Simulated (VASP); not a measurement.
An input for Ansatz (written as the equivalent of a VASP run, and not itself run):

Ansatz 0.2 input:
```yaml
crystal:
  lattice:
    - [2.8969549, 0.0000000, 0.0000000]
    - [0.0000000, 2.8969549, 0.0000000]
    - [0.0000000, 0.0000000, 2.8969549]
  atoms:
    - { symbol: Al, position: [0.5000000, 0.5000000, 0.5000000] }
    - { symbol: Fe, position: [0.0000000, 0.0000000, 0.0000000] }
kpoints:
  mp_grid: { grid: [13, 13, 13] }
hamiltonian:
  xc: pbe
  pseudopotentials: { kind: paw }
scf:
  occupations: { method: methfessel_paxton, width: 0.1 }
  max_iter: 100
output: { forces: true, stress: true, eigenvalues: true }
```

**Question.** Write the VASP files for the same calculation (PBE).

**Answer.** This is not unique; one that fits is 
INCAR:
```
! general
SYSTEM  = FeAl
PREC    = Accurate
ENCUT   = 520
LREAL   = .False.
LASPH   = .True.

! electronic loop
EDIFF   = 1E-7
NELM    = 100
ALGO    = Normal
LMAXMIX = 4

! smearing
ISMEAR  = 1
SIGMA   = 0.1

! functional
GGA     = PE

! ions
ISIF    = 2

! output
LWAVE   = .False.
LCHARG  = .False.
```

**POSCAR**
```
FeAl
1.0
  2.8969549430   0.0000000000   0.0000000000
  0.0000000000   2.8969549430   0.0000000000
  0.0000000000   0.0000000000   2.8969549430
Al Fe
1 1
Cartesian
  1.4484774715   1.4484774715   1.4484774715
  0.0000000000   0.0000000000   0.0000000000
```

**KPOINTS**
```
Automatic mesh
0
Gamma
13 13 13
0 0 0
```

POTCAR, in this order: Al Fe (PBE.64 set). Program: vasp_std.

Limits of the translation: each code has its own PAW files, so the cut-off isn't converted (ENCUT is set for VASP's; basis.ecutwfc is left out, and Ansatz then takes the one that its files recommend); Ansatz stops its SCF on the density residual and VASP on the energy change (EDIFF).

The compound is FeAl in the CsCl type structure. This cell is one point of a volume scan, at 1.03 of the reference volume.
